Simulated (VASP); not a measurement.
The system is CaZr2N2.

```
Ca Zr N
1.0
     2.49611   -4.96864    0.00000
     2.49611    4.96864    0.00000
     0.00000    0.00000    7.52789
Ca Zr N
2 4 4
Direct
  0.00000 0.00000 0.50000
  0.50000 0.50000 0.00000
  0.56221 0.93779 0.75000
  0.93779 0.56221 0.25000
  0.43779 0.06221 0.25000
  0.06221 0.43779 0.75000
  0.69859 0.30141 0.01907
  0.80141 0.19859 0.51907
  0.19859 0.80141 0.48093
  0.30141 0.69859 0.98093
```

The cell was built by a generator and needn't be a form met in nature.

| Quantity | Value |
| --- | --- |
| Program | VASP 6.6.1 |
| Task | relaxation of cell and atoms |
| Functional | PBE |
| Potentials or basis | VASP PAW PBE potentials, release 64 (Ca_sv, Zr_sv, N) |
| Cutoff | 520 eV |
| k mesh | 3 × 3 × 2 |
| Occupations | gaussian, width 0.15 eV |
| Spin | no spin polarisation |

At the start: pressure 20.6 GPa; volume 18.67 Å³/atom.

Question: How do energy, volume and symmetry change on relaxing?

Answer: Over 18 steps the energy falls by 1585.9 meV/atom and the volume is 21.37 Å³/atom (+14.5 %); space group Cmce (No. 64, to 0.05 Å).

The path:
```
step  energy change (eV)  largest force (eV/Å)  pressure (GPa)  volume (Å³)
   1              0.0000                3.9261           20.64       186.73
   2            -10.1579                2.2359          -13.38       254.48
   3            -10.1308                2.3349          -12.28       250.10
   4            -13.7238                2.8969            8.28       211.11
   5            -14.2460                2.5264            0.87       220.06
   6            -15.1288                0.5878            0.98       217.11
   7            -15.1304                0.5854            1.06       216.98
   8            -15.3788                0.5108           -2.36       220.93
   9            -15.3832                0.5191           -2.85       221.52
  10            -15.5443                0.7782            0.36       214.36
  11            -15.5511                0.8502            1.24       212.38
  12            -15.7002                0.5062            0.84       211.54
  13            -15.7565                0.1856            0.43       210.68
  14            -15.8461                0.1175            0.41       212.03
  15            -15.8570                0.0853            0.45       212.75
  16            -15.8574                0.0842            0.46       212.70
  17            -15.8572                0.0652           -0.67       214.89
  18            -15.8595                0.0718           -0.16       213.72
```

Final structure:
```
CELL_PARAMETERS angstrom
2.96414 -5.89587 0.00000
2.96414 5.89587 0.00000
0.00000 0.00000 6.11465
ATOMIC_POSITIONS crystal
Ca 0.00000 0.00000 0.50000
Ca 0.50000 0.50000 0.00000
Zr 0.51093 0.98907 0.75000
Zr 0.98907 0.51093 0.25000
Zr 0.48907 0.01093 0.25000
Zr 0.01093 0.48907 0.75000
N 0.70388 0.29612 0.98968
N 0.79612 0.20388 0.48968
N 0.20388 0.79612 0.51032
N 0.29612 0.70388 0.01032
```

Caveat: the k mesh is coarse (spacing up to 0.47 Å⁻¹), so the values aren't converged.
